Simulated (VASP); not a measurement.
Consider the following.

```xyz
3
Lattice="1.6918 -2.9303 0.0000 1.6918 2.9303 0.0000 0.0000 0.0000 5.6917" Properties=species:S:1:pos:R:3 pbc="T T T"
Ti     0.0000     0.0000     0.0000
S      1.6918     0.9768     1.4284
S      1.6918    -0.9768     4.2634
```

Computed with rev-vdW-DF2, VASP's PBE PAW potentials (set 64) (plane waves; VASP 6.6.1). Run with 520 eV cut-off, Gaussian smearing of 0.050 eV, potentials Ti_sv S.

Problem. Estimate the band gap (along the path) with the smallest direct gap where there is one.

Solution. 
The band gap (along the path) is none (metal, semimetal or under 0.01 eV).

The compound is TiS2 in the 1T layered structure. It was relaxed first.
